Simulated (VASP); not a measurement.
All values below come from PW91 GGA, VASP's PBE PAW potentials (set 64) (plane waves; VASP).

Input for VASP

INCAR:
```
SYSTEM  =  CrO2
LASPH  =  .TRUE.   # aspherical one-centre terms
MAGMOM  =  2.1 2.1 -0.1 -0.1 -0.1 -0.1
LCHARG  =  .FALSE.
LORBIT  =  10
NELM  =  100
NSW  =  30   # most ionic steps
EDIFF  =  1E-7
LWAVE  =  .FALSE.
ISIF  =  4   # ions and shape, fixed volume
IBRION  =  2
ALGO  =  Normal   # blocked Davidson
LREAL  =  .FALSE.
ISMEAR  =  1
ENCUT  =  520
ISPIN  =  2   # spin-polarised
LMAXMIX  =  4   # l cut-off of mixed one-centre charges
EDIFFG  =  -0.01   # ionic stop
GGA  =  91   # PW91
SIGMA  =  0.1
PREC  =  Accurate
```

File KPOINTS:
```
Regular mesh
0
Gamma
 7 7 10
0 0 0
```

### POSCAR
```
CrO2
1
    4.4892994203     0.0000000000     0.0000000000
    0.0000000000     4.4892994203     0.0000000000
    0.0000000000     0.0000000000     2.9487041091
Cr O
2 4
Direct
  0.0000000000   0.0000000000   0.0000000000
  0.5000000000   0.5000000000   0.5000000000
  0.3034506817   0.3034506817   1.0000000000
  0.8034506817   0.1965493183   0.5000000000
  0.1965493183   0.8034506817   0.5000000000
  0.6965493183   0.6965493183   0.0000000000
```

POTCAR, in this order: Cr_pv O (PBE.64 set). Program: vasp_std.

Q: What will the output report for the number of irreducible k-points (NKPTS), largest plane-wave count, number of space-group operations, FFT grid (NGX, NGY, NGZ)?

A: 
number of irreducible k-points (NKPTS): 60
largest plane-wave count: 1618
number of space-group operations: 16
FFT grid (NGX, NGY, NGZ): 36 × 36 × 24

The compound is CrO2 in the rutile structure. This cell is one point of a volume scan, at 1.03 of the reference volume. Symmetry was kept, so distortions that lower it aren't found.
